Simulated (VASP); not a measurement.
# TaSi2 with vdW-DF2: from relaxation to properties, part 3 of 4

What structure does TaSi2 take at this level, and what are its properties? The start is a cell from a database of measured crystal structures.

VASP 6.6.1; vdW-DF2; plane waves and PAW (Ta_pv, Si).

Still holding for the runs below: This run has no spin polarisation. Its electron count is odd, so without a moment it is a metal by construction.

So far. Step 3 (Second relaxation): It ends with a largest force of 0.005 eV/Å and a pressure of -0.01 GPa. The volume moved by only 0.10 %, so the volume is settled. Step 4 (Single point with fields (vdW-DF2)): In this run the pressure is -0.01 GPa, small enough to go on. The relaxed cell has a = 4.911, c = 6.695 Å (conventional setting).

The database entry behind the starting cell has ideal inner coordinates that were not refined, so it need not match the best structure at ambient conditions.

## (5) Band structure (vdW-DF2)

The mesh alone shows little of the dispersion and can miss band extrema, so KPOINTS_OPT adds a path through the symmetry points after the self-consistent cycle.

INCAR

```
SYSTEM = TaSi2
PREC = Accurate
ENCUT = 400
EDIFF = 1E-06
NELM = 100
ISMEAR = 0
SIGMA = 0.05
LREAL = .FALSE.
ALGO = Normal
GGA = ML
AGGAC = 0
LUSE_VDW = .TRUE.
ZAB_VDW = -1.8867
LASPH = .TRUE.
NBANDS = 50
LORBIT = 11
LWAVE = .FALSE.
LCHARG = .FALSE.
KPAR = 4
```

POSCAR

```
TaSi2
1.0
    4.9110280863      0.0000000000      0.0000000000
   -2.4555140432      4.2530750815      0.0000000000
    0.0000000000      0.0000000000      6.6952973618
Ta Si
3 6
Direct
    0.0000000000      0.5000000000      0.1666666667
    0.5000000000      0.5000000000      0.8333333333
    0.5000000000      0.0000000000      0.5000000000
    0.3175932951      0.1587966475      0.1666666667
    0.1587966475      0.8412033525      0.8333333333
    0.8412033525      0.6824067049      0.5000000000
    0.6824067049      0.8412033525      0.1666666667
    0.8412033525      0.1587966475      0.8333333333
    0.1587966475      0.3175932951      0.5000000000
```

KPOINTS

```
Automatic mesh
0
Gamma
5 5 4
0 0 0
```

KPOINTS_OPT

```
Line mode
12
Line-mode
Reciprocal
  0.00000000   0.00000000   0.00000000 GAMMA
  0.50000000   0.00000000   0.00000000 M

  0.50000000   0.00000000   0.00000000 M
  0.33333333   0.33333333   0.00000000 K

  0.33333333   0.33333333   0.00000000 K
  0.00000000   0.00000000   0.00000000 GAMMA

  0.00000000   0.00000000   0.00000000 GAMMA
  0.00000000   0.00000000   0.50000000 A

  0.00000000   0.00000000   0.50000000 A
  0.50000000   0.00000000   0.50000000 L

  0.50000000   0.00000000   0.50000000 L
  0.33333333   0.33333333   0.50000000 H

  0.33333333   0.33333333   0.50000000 H
  0.00000000   0.00000000   0.50000000 A

  0.50000000   0.00000000   0.50000000 L
  0.50000000   0.00000000   0.00000000 M

  0.33333333   0.33333333   0.00000000 K
  0.33333333   0.33333333   0.50000000 H
```

PAW data sets: Ta_pv and Si (PBE family, release 64).

Run with:

```
mpirun -np 4 vasp_std
```

What it wrote:

```text
[... set-up lines as in an earlier step ...]
 entering main loop
       N       E                     dE             d eps       ncg     rms          rms(c)
DAV:   1     0.356119237501E+03    0.35612E+03   -0.22925E+04  1516   0.864E+02
DAV:   2    -0.332276492135E+02   -0.38935E+03   -0.37338E+03  1690   0.260E+02
DAV:   3    -0.491821268780E+02   -0.15954E+02   -0.15621E+02  1912   0.503E+01
DAV:   4    -0.494014442909E+02   -0.21932E+00   -0.21858E+00  1832   0.610E+00
DAV:   5    -0.494043271567E+02   -0.28829E-02   -0.28816E-02  1912   0.723E-01    0.262E+01
DAV:   6    -0.468587726172E+02    0.25456E+01   -0.72556E+00  1786   0.117E+01    0.108E+01
DAV:   7    -0.468491993282E+02    0.95733E-02   -0.75283E-01  1738   0.320E+00    0.516E+00
DAV:   8    -0.468656801462E+02   -0.16481E-01   -0.94578E-02  1746   0.145E+00    0.453E-01
DAV:   9    -0.468693933134E+02   -0.37132E-02   -0.62258E-03  1912   0.316E-01    0.228E-01
DAV:  10    -0.468711827671E+02   -0.17895E-02   -0.33919E-03  1638   0.243E-01    0.447E-02
DAV:  11    -0.468712252219E+02   -0.42455E-04   -0.10990E-04  1872   0.471E-02    0.204E-02
DAV:  12    -0.468712437667E+02   -0.18545E-04   -0.54300E-05  1634   0.320E-02    0.642E-03
DAV:  13    -0.468712457919E+02   -0.20252E-05   -0.30377E-06  1668   0.716E-03    0.246E-03
DAV:  14    -0.468712466270E+02   -0.83518E-06   -0.21868E-06  1476   0.615E-03
   1 F= -.46871247E+02 E0= -.46870139E+02  d E =-.221584E-02
 Start KPOINTS_OPT (optional k-point list driver)
k-point batch [1-15\108]
       N       E                     dE             ncg
DAV:   1     0.138285117030E+04   -0.98477E+04     1516
DAV:   2    -0.445334489496E+04   -0.58362E+04     1706
DAV:   3    -0.469042631600E+04   -0.23708E+03     1872
DAV:   4    -0.469383488094E+04   -0.34086E+01     1800
DAV:   5    -0.469388253827E+04   -0.47657E-01     1902
DAV:   6    -0.469388374347E+04   -0.12052E-02     1852
DAV:   7    -0.469388378226E+04   -0.38786E-04     1952
DAV:   8    -0.469388378330E+04   -0.10393E-05     1458
DAV:   9    -0.469388378339E+04   -0.95928E-07     1184
[...]
k-point batch [106-108\108]
       N       E                     dE             ncg
DAV:   1     0.166026576386E+05   -0.39787E+04      300
DAV:   2     0.154320628209E+05   -0.11706E+04      330
DAV:   3     0.153841469072E+05   -0.47916E+02      368
DAV:   4     0.153834643385E+05   -0.68257E+00      358
DAV:   5     0.153834537846E+05   -0.10554E-01      366
DAV:   6     0.153834534899E+05   -0.29472E-03      360
DAV:   7     0.153834534813E+05   -0.86692E-05      366
DAV:   8     0.153834534809E+05   -0.32824E-06      272
```

Wall time 3.4 min (4 MPI ranks of Intel Xeon Platinum 8488C (Sapphire Rapids), shared host); peak memory 2 GiB.

Parts of OUTCAR (step 5):

```text
   k-points           NKPTS =     15   k-points in BZ     NKDIM =     15   number of bands    NBANDS=     50

   NELECT =      57.0000    total number of electrons

 E-fermi :   8.6377

 k-point     1 :       0.0000    0.0000    0.0000
  band No.  band energies     occupation
    ...
     25       6.4107      2.00000
     26       6.4107      2.00000
     27       6.6745      2.00000
     28       6.6745      2.00000
     29       7.3005      2.00000
     30       9.5322      0.00000
     31      11.5170      0.00000
     32      11.5170      0.00000
     33      11.5269      0.00000
     34      11.8084      0.00000
    ...

Total vdW correction in eV:      5.7721911

  Total       -0.0008843     -0.0008843     -0.0346513      0.0000000      0.0000000      0.0000000
  in kB       -0.0101311     -0.0101311     -0.3969948      0.0000000      0.0000000      0.0000000
  external PRESSURE =      -0.1390856 kB  Pullay stress =       0.0000000 kB

 POSITION                                       TOTAL-FORCE (eV/Angst)
 -----------------------------------------------------------------------------------
     -1.22776      2.12654      1.11588        -0.000000     -0.000000      0.000000
      1.22776      2.12654      5.57941        -0.000000     -0.000000      0.000000
      2.45551      0.00000      3.34765        -0.000000     -0.000000      0.000000
      1.16978      0.67537      1.11588        -0.004176     -0.002411      0.000000
     -1.28573      3.57770      5.57941        -0.004176      0.002411     -0.000000
      2.45551      2.90233      3.34765        -0.000000      0.004822     -0.000000
      1.28573      3.57770      1.11588         0.004176      0.002411      0.000000
      3.74125      0.67537      5.57941         0.004176     -0.002411     -0.000000
     -0.00000      1.35075      3.34765         0.000000     -0.004822     -0.000000
 -----------------------------------------------------------------------------------
    total drift:                                0.000000     -0.000000      0.000000

  FREE ENERGIE OF THE ION-ELECTRON SYSTEM (eV)
  ---------------------------------------------------
  free  energy   TOTEN  =       -46.8712466270 eV

  energy  without entropy=      -46.8690307890  energy(sigma->0) =      -46.87013871

Total vdW correction in eV:      5.7721794

[... 14 parts as in an earlier step ...]

[... 2 further parts left out ...]
```

Spin-orbit coupling is off here; with elements this heavy it splits and shifts levels by tenths of an eV or more.

Numbers from this step:

* bands: 50
* pressure: -0.01391 GPa

The electronic bands at the labelled points (eV, zero at the Fermi level; # counts the bands kept, so #1 is VASP's band 12):

```csv
point,#15,#16,#17,#18,#19,#20,#21,#22
Γ,-2.23,-1.96,-1.96,-1.34,0.89,2.88,2.88,2.89
0.45 of the way,-1.74,-1.73,-1.37,-1.37,0.63,1.64,2.04,2.68
M,-0.97,-0.57,-0.06,0.03,0.92,0.98,1.35,1.92
0.45 of the way,-1.21,-0.91,0.14,0.17,0.79,1.16,1.70,2.08
K,-1.50,-1.50,0.45,0.45,0.55,1.83,1.83,2.22
0.45 of the way,-1.73,-1.26,-0.96,-0.58,0.36,1.02,2.24,2.32
Γ,-2.23,-1.96,-1.96,-1.34,0.89,2.88,2.88,2.89
0.45 of the way,-1.94,-1.88,-1.45,-0.96,1.39,2.36,2.46,2.97
A,-1.87,-1.67,-1.67,1.15,1.15,2.19,2.19,3.15
0.45 of the way,-1.91,-1.77,-1.72,0.34,0.76,1.22,1.69,2.14
L,-1.81,-1.76,-0.59,-0.32,1.45,1.73,2.28,2.33
0.55 of the way,-1.24,-0.48,-0.33,-0.33,1.25,1.82,1.85,2.19
H,-0.68,-0.68,-0.08,-0.08,0.93,1.64,1.64,2.08
0.45 of the way,-1.70,-1.54,-1.40,0.02,1.18,1.23,1.45,1.93
A,-1.87,-1.67,-1.67,1.15,1.15,2.19,2.19,3.15
jump to L,-1.81,-1.76,-0.59,-0.32,1.45,1.73,2.28,2.33
0.45 of the way,-1.08,-1.03,-0.67,-0.21,1.25,1.52,1.64,2.06
M,-0.97,-0.57,-0.06,0.03,0.92,0.98,1.35,1.92
jump to K,-1.50,-1.50,0.45,0.45,0.55,1.83,1.83,2.22
0.45 of the way,-1.21,-1.20,0.28,0.32,0.75,1.76,1.99,2.30
H,-0.68,-0.68,-0.08,-0.08,0.93,1.64,1.64,2.08
```

Of the projections kept (Ta, Si), the largest for each band there; the rest of the weight can lie on other orbitals:

```csv
point,#15,#16,#17,#18,#19,#20,#21,#22
Γ,Ta 0.55,Ta 0.84,Ta 0.84,Ta 0.63,Ta 0.98,Ta 0.78,Ta 0.78,Ta 0.55
M,Ta 0.84,Ta 0.88,Ta 0.66,Ta 0.95,Ta 0.95,Si 0.68,Si 0.57,Ta 0.67
K,Ta 0.69,Ta 0.69,Ta 0.88,Ta 0.88,Ta 0.92,Si 0.53,Si 0.53,Ta 0.87
Γ,Ta 0.55,Ta 0.84,Ta 0.84,Ta 0.63,Ta 0.98,Ta 0.78,Ta 0.78,Ta 0.55
A,Ta 0.87,Ta 0.55,Ta 0.55,Ta 0.87,Ta 0.87,Si 0.79,Si 0.79,Ta 0.88
L,Ta 0.87,Si 0.56,Ta 0.80,Ta 0.73,Ta 0.87,Ta 0.81,Ta 0.75,Ta 0.54
```

There is no gap at this level.

## (6) Total and projected DOS (vdW-DF2)

Here the states are counted by energy and projected on the atoms. The mesh is finer than in the run before.

INCAR, as its differences from that of step 5:

```diff
@@ -5,3 +5,3 @@
 NELM = 100
-ISMEAR = 0
+ISMEAR = -5
 SIGMA = 0.05
@@ -19 +19,2 @@
 KPAR = 4
+NEDOS = 2001
```

POSCAR is that of step 5.

KPOINTS

```
Automatic mesh
0
Gamma
8 8 5
0 0 0
```

Run with:

```
mpirun -np 4 vasp_std
```

What it wrote:

```text
[... set-up lines as in an earlier step ...]
 entering main loop
       N       E                     dE             d eps       ncg     rms          rms(c)
DAV:   1     0.359910125675E+03    0.35991E+03   -0.23009E+04  3040   0.867E+02
DAV:   2    -0.332148371797E+02   -0.39312E+03   -0.37722E+03  3432   0.262E+02
DAV:   3    -0.492055454174E+02   -0.15991E+02   -0.15676E+02  3822   0.505E+01
DAV:   4    -0.494186312732E+02   -0.21309E+00   -0.21215E+00  3712   0.603E+00
DAV:   5    -0.494214926926E+02   -0.28614E-02   -0.28515E-02  3792   0.720E-01    0.262E+01
DAV:   6    -0.468661577573E+02    0.25553E+01   -0.71491E+00  3600   0.117E+01    0.108E+01
DAV:   7    -0.468605747661E+02    0.55830E-02   -0.75502E-01  3468   0.322E+00    0.512E+00
DAV:   8    -0.468774167110E+02   -0.16842E-01   -0.92575E-02  3646   0.144E+00    0.456E-01
DAV:   9    -0.468811581241E+02   -0.37414E-02   -0.60477E-03  3720   0.315E-01    0.226E-01
DAV:  10    -0.468829122915E+02   -0.17542E-02   -0.33153E-03  3308   0.240E-01    0.459E-02
DAV:  11    -0.468829526650E+02   -0.40374E-04   -0.11398E-04  3736   0.480E-02    0.199E-02
DAV:  12    -0.468829686890E+02   -0.16024E-04   -0.49627E-05  3316   0.305E-02    0.719E-03
DAV:  13    -0.468829709554E+02   -0.22663E-05   -0.36707E-06  3448   0.766E-03    0.245E-03
DAV:  14    -0.468829708889E+02    0.66483E-07   -0.22109E-06  2940   0.623E-03
   1 F= -.46882971E+02 E0= -.46882971E+02  d E =0.000000E+00
 -----------------------------------------------------------------------------
|                                                                             |
|           W    W    AA    RRRRR   N    N  II  N    N   GGGG   !!!           |
|           W    W   A  A   R    R  NN   N  II  NN   N  G    G  !!!           |
|           W    W  A    A  R    R  N N  N  II  N N  N  G       !!!           |
|           W WW W  AAAAAA  RRRRR   N  N N  II  N  N N  G  GGG   !            |
|           WW  WW  A    A  R   R   N   NN  II  N   NN  G    G                |
|           W    W  A    A  R    R  N    N  II  N    N   GGGG   !!!           |
|                                                                             |
|     Tetrahedron method does not include variations of the Fermi             |
|     occupations, so forces and stress will be inaccurate. We suggest        |
|     using a different smearing scheme ISMEAR = 1 or 2 for metals in         |
|     relaxations.                                                            |
|                                                                             |
 -----------------------------------------------------------------------------
```

Wall time 2.5 min (4 MPI ranks); peak memory 2.1 GiB; 8.9 min of CPU time.

Parts of OUTCAR (step 6):

```text
   k-points           NKPTS =     30   k-points in BZ     NKDIM =     30   number of bands    NBANDS=     50

   NELECT =      57.0000    total number of electrons

 E-fermi :   8.6263

 k-point     1 :       0.0000    0.0000    0.0000
  band No.  band energies     occupation
    ...
     25       6.4115      2.00000
     26       6.4115      2.00000
     27       6.6721      2.00000
     28       6.6721      2.00000
     29       7.2992      2.00000
     30       9.5316      0.00000
     31      11.5171      0.00000
     32      11.5171      0.00000
     33      11.5264      0.00000
     34      11.8062      0.00000
    ...

Total vdW correction in eV:      5.7727937

  Total        0.3498657      0.3498657     -0.5442705     -0.0000000     -0.0000000     -0.0000000
  in kB        4.0083584      4.0083584     -6.2356253     -0.0000000     -0.0000000     -0.0000000
  external PRESSURE =       0.5936972 kB  Pullay stress =       0.0000000 kB

 POSITION                                       TOTAL-FORCE (eV/Angst)
 -----------------------------------------------------------------------------------
     -1.22776      2.12654      1.11588        -0.000000     -0.000000     -0.000000
      1.22776      2.12654      5.57941        -0.000000      0.000000      0.000000
      2.45551      0.00000      3.34765        -0.000000      0.000000      0.000000
      1.16978      0.67537      1.11588        -0.009941     -0.005739      0.000000
     -1.28573      3.57770      5.57941        -0.009941      0.005739     -0.000000
      2.45551      2.90233      3.34765        -0.000000      0.011478      0.000000
      1.28573      3.57770      1.11588         0.009941      0.005739     -0.000000
      3.74125      0.67537      5.57941         0.009941     -0.005739     -0.000000
     -0.00000      1.35075      3.34765         0.000000     -0.011478     -0.000000
 -----------------------------------------------------------------------------------
    total drift:                                0.000000     -0.000000      0.000000

  FREE ENERGIE OF THE ION-ELECTRON SYSTEM (eV)
  ---------------------------------------------------
  free  energy   TOTEN  =       -46.8829708889 eV

  energy  without entropy=      -46.8829708889  energy(sigma->0) =      -46.88297089

Total vdW correction in eV:      5.7727811

[... 7 parts as in an earlier step ...]

[... 9 further parts left out ...]
```

With tetrahedra the forces and stress of a metal are not exact derivatives of the energy.

This step gave:

* irreducible k-points: 30
* free energy (TOTEN): -46.88 eV
* Fermi energy: 8.626 eV
* pressure: 0.05937 GPa
* DOS at the Fermi level: 4.028 states/eV/cell

The density of states has structure finer than the step of the table below, so its rows give means over 0.5 eV, whole bins alone (the curve runs from -12.0 to 2.77 eV). Peaks (eV: height): total -2.50: 11.6, -2.15: 13.0, -1.92: 16.3, 2.16: 10.6; Ta d -2.15: 3.87, -1.92: 5.47, 2.16: 4.70, 2.42: 3.51; Si p -4.77: 1.50, -2.50: 2.19, -2.15: 2.15, -1.92: 2.43; Si s -9.85: 1.000, -9.36: 0.955, -8.52: 1.01, -7.40: 1.22.

States under -12.0 eV and over 2.8 eV are left out. The density of states by energy, zero at the Fermi level; means over each step; values in states/eV/cell:

```csv
energy (eV),total,Ta d,Si p,Si s
-11.5,1.11,0.00607,0.0243,0.370
-11.0,1.75,0.0162,0.0495,0.588
-10.5,1.16,0.0167,0.0422,0.384
-10.0,2.15,0.0473,0.0895,0.696
-9.5,1.89,0.0619,0.0856,0.615
-9.0,2.07,0.0938,0.115,0.643
-8.5,2.70,0.157,0.165,0.818
-8.0,1.86,0.124,0.112,0.569
-7.5,2.78,0.181,0.171,0.851
-7.0,2.53,0.167,0.156,0.757
-6.5,1.86,0.147,0.127,0.533
-6.0,1.22,0.111,0.175,0.171
-5.5,3.24,0.322,0.614,0.195
-5.0,3.91,0.451,0.787,0.193
-4.5,3.44,0.440,0.648,0.199
-4.0,3.42,0.511,0.639,0.171
-3.5,3.74,0.621,0.694,0.214
-3.0,4.64,0.895,0.843,0.218
-2.5,7.83,1.94,1.42,0.163
-2.0,11.0,3.43,1.75,0.119
-1.5,5.73,2.01,0.772,0.0865
-1.0,3.36,1.38,0.413,0.0567
-0.5,1.82,0.807,0.207,0.0339
0.0,3.31,1.55,0.330,0.0674
0.5,2.03,1.02,0.153,0.0516
1.0,3.92,1.61,0.414,0.293
1.5,3.35,1.15,0.450,0.293
2.0,5.64,2.27,0.666,0.371
2.5,6.65,2.65,0.667,0.412
```

The finer mesh and the other smearing move the Fermi level by -0.01 eV from the 5×5×4 run, a small shift, which tests the Fermi level alone. Of the states within 0.3 eV of the Fermi level, the largest shares in the PAW spheres are Ta d 47 % and Si p 10 %. The rest lies in smaller channels or between the spheres.

[end of part 3 of 4]

[Lines on the potential files, build, host, timing and source positions are cut from VASP's logs without a mark.]

[Logs are printed without paths, hosts, clocks, repeated set-up lines and the standing remarks that a program may print on its own settings, such as how far it seeks lower states.]

[Hosts, paths, dates, database ids (printed as entryN), source tags and the programs' standing remarks are cut or masked in the printed files.]

[A measured line is paired with the nearest computed mode of its activity, which favours agreement.]
